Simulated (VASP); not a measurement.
Calculation: PBE GGA, VASP's PBE PAW potentials (set 64) (plane waves; VASP 6.6.1).

The input files of a VASP run:

File POSCAR:
```
SiMo3
1.0
  4.9517990000   0.0000000000   0.0000000000
  0.0000000000   4.9517990000   0.0000000000
  0.0000000000   0.0000000000   4.9517990000
Si Mo
2 6
Direct
  0.5000000000   0.5000000000   0.5000000000
  0.0000000000   0.0000000000   0.0000000000
  0.0000000000   0.5000000000   0.2500000000
  0.0000000000   0.5000000000   0.7500000000
  0.2500000000   0.0000000000   0.5000000000
  0.7500000000   0.0000000000   0.5000000000
  0.5000000000   0.2500000000   0.0000000000
  0.5000000000   0.7500000000   0.0000000000
```

### KPOINTS
```
Automatic mesh
0
G
4 4 4
```

**INCAR**
```
ALGO=Normal
EDIFF=1E-04
ENCUT=210
GGA=PE
ISIF=2
ISMEAR=-1
LASPH=T
LCHARG=F
LMAXMIX=4
LREAL=F
LWAVE=F
NELM=100
PREC=Accurate
SIGMA=0.5
SYSTEM=SiMo3
```

POTCAR, in this order: Si Mo_sv (PBE.64 set). Program: vasp_std.

The run wrote:

File OSZICAR:
```
       N       E                     dE             d eps       ncg     rms          rms(c)
DAV:   1     0.614878446669E+03    0.61488E+03   -0.36388E+04  1324   0.893E+02
DAV:   2    -0.562804861707E+02   -0.67116E+03   -0.65171E+03  1313   0.357E+02
DAV:   3    -0.840741686808E+02   -0.27794E+02   -0.26838E+02  1393   0.624E+01
DAV:   4    -0.846911849263E+02   -0.61702E+00   -0.60339E+00  1360   0.719E+00
DAV:   5    -0.847136767783E+02   -0.22492E-01   -0.22004E-01  1269   0.971E-01    0.427E+01
DAV:   6    -0.806125704758E+02    0.41011E+01   -0.15542E+01  1194   0.174E+01    0.124E+01
DAV:   7    -0.803255596073E+02    0.28701E+00   -0.96436E-01  1352   0.424E+00    0.351E+00
DAV:   8    -0.802904974059E+02    0.35062E-01   -0.12187E-01  1248   0.106E+00    0.570E-01
DAV:   9    -0.802900311272E+02    0.46628E-03   -0.89228E-03  1336   0.302E-01    0.279E-01
DAV:  10    -0.802903464897E+02   -0.31536E-03   -0.23282E-03  1086   0.141E-01    0.104E-01
DAV:  11    -0.802904351749E+02   -0.88685E-04   -0.87650E-04   760   0.247E-02
   1 F= -.80290435E+02 E0= -.78059440E+02  d E =-.446199E+01
```

### OUTCAR
```
------------------------ aborting loop because EDIFF is reached ----------------------------------------
  FORCE on cell =-STRESS in cart. coord.  units (eV):
  Direction    XX          YY          ZZ          XY          YZ          ZX
  --------------------------------------------------------------------------------------
  Total      -29.6619449    -29.6619449    -29.6619449     -0.0000000      0.0000000      0.0000000
  in kB     -391.4003260   -391.4003260   -391.4003260     -0.0000000      0.0000000      0.0000000
  external PRESSURE =    -391.4003260 kB  Pullay stress =       0.0000000 kB
  volume of cell :      121.42
      direct lattice vectors                 reciprocal lattice vectors
     4.951799000  0.000000000  0.000000000     0.201946808  0.000000000  0.000000000
     0.000000000  4.951799000  0.000000000     0.000000000  0.201946808  0.000000000
     0.000000000  0.000000000  4.951799000     0.000000000  0.000000000  0.201946808
 POSITION                                       TOTAL-FORCE (eV/Angst)
 -----------------------------------------------------------------------------------
      2.47590      2.47590      2.47590         0.000000     -0.000000     -0.000000
      0.00000      0.00000      0.00000         0.000000     -0.000000     -0.000000
      0.00000      2.47590      1.23795        -0.000000      0.000000      0.000000
      0.00000      2.47590      3.71385         0.000000     -0.000000     -0.000000
      1.23795      0.00000      2.47590         0.000000     -0.000000     -0.000000
      3.71385      0.00000      2.47590        -0.000000      0.000000      0.000000
      2.47590      1.23795      0.00000         0.000000     -0.000000      0.000000
      2.47590      3.71385      0.00000         0.000000      0.000000     -0.000000
 -----------------------------------------------------------------------------------
    total drift:                                0.000000     -0.000000     -0.000000
  FREE ENERGIE OF THE ION-ELECTRON SYSTEM (eV)
  ---------------------------------------------------
  free  energy   TOTEN  =       -80.2904351749 eV

  energy  without entropy=      -75.8284450171  energy(sigma->0) =      -78.05944010
```
(Selected blocks of OUTCAR.)

At this cut-off the stress carries a Pulay error, which pulls relaxed volumes low.

The structure comes from a computed database's SiMo3 entry; how it stands against other phases isn't given here. The cell was not relaxed at this level. The k-mesh is coarse (spacing up to 0.32 per Å, 2π included), so the numbers may not be converged in it. The run is one of a series of settings (EDIFF = 1E-04, ENCUT = 210, ISMEAR = -1, SIGMA = 0.5, KPOINTS 4×4×4 Γ-centred mesh against the base run), some of them coarse on purpose. VASP warned that the highest band is occupied, so more bands are needed.
